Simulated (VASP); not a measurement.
Runs of VASP 6.6.1 on Sn. Symmetry: I4_1/amd, No. 141, tetragonal system. The conventional cell has a = 5.832 Å, b = 5.832 Å, c = 3.182 Å, α = 90.00°, β = 90.00°, γ = 90.00°. Sn (site symmetry -4m2) is surrounded by 6 Sn at 3.02 to 3.18 Å. 

| level | potentials or basis | k mesh | cutoff (eV) | mesh quality | gap on the mesh (eV) | pressure (GPa) | relaxed volume (Å³/atom) |
| --- | --- | --- | --- | --- | --- | --- | --- |
| RPBE | VASP PAW PBE potentials, release 64 (Sn_d) | 16 × 16 × 16 | 600 | not flagged | none | 0.0 | (c) |
| PBEsol | VASP PAW PBE potentials, release 64 (Sn_d) | 16 × 16 × 16 | 300 | not flagged | none | 0.0 | 26.62 |
| PBEsol | VASP PAW PBE potentials, release 64 (Sn_d) | 6 × 6 × 6 | 600 | coarse | none | 0.0 | 26.82 |
| PBE+D3(BJ) | VASP PAW PBE potentials, release 64 (Sn_d) | 16 × 16 × 16 | 600 | not flagged | none | 0.0 | 27.19 |
| LDA | VASP PAW LDA potentials, release 64 (Sn_d) | 16 × 16 × 16 | 600 | not flagged | none | 0.0 | 26.19 |
| PBEsol | VASP PAW PBE potentials, release 64 (Sn_d) | 16 × 16 × 16 | 480 | not flagged | none | 0.0 | 26.85 |
| PBE | VASP PAW PBE potentials, release 64 (Sn_d) | 16 × 16 × 16 | 600 | not flagged | none | 0.0 | (b) |
| PBEsol | VASP PAW PBE potentials, release 64 (Sn) | 16 × 16 × 16 | 580 | not flagged | none | 0.0 | (a) |

Alike in all rows: task relaxation of cell and atoms; no spin polarisation; cell relaxed; smearing gaussian 0.1 eV.

Task: Estimate the missing entries.

Result: (a) 26.91; (b) 28.38; (c) 29.26.

Caveats: some runs use coarse meshes; the PAW data sets were made with another functional, which shifts forces and pressure a little (some runs); pairwise dispersion overbinds metals, which lowers pressure and volume (some runs).

A k mesh can miss the band edges, and the runs leave out spin-orbit coupling on Sn.

A gap of «none» marks a metal or a gap under the smearing width.

The runs don't all hold the same shells in valence.
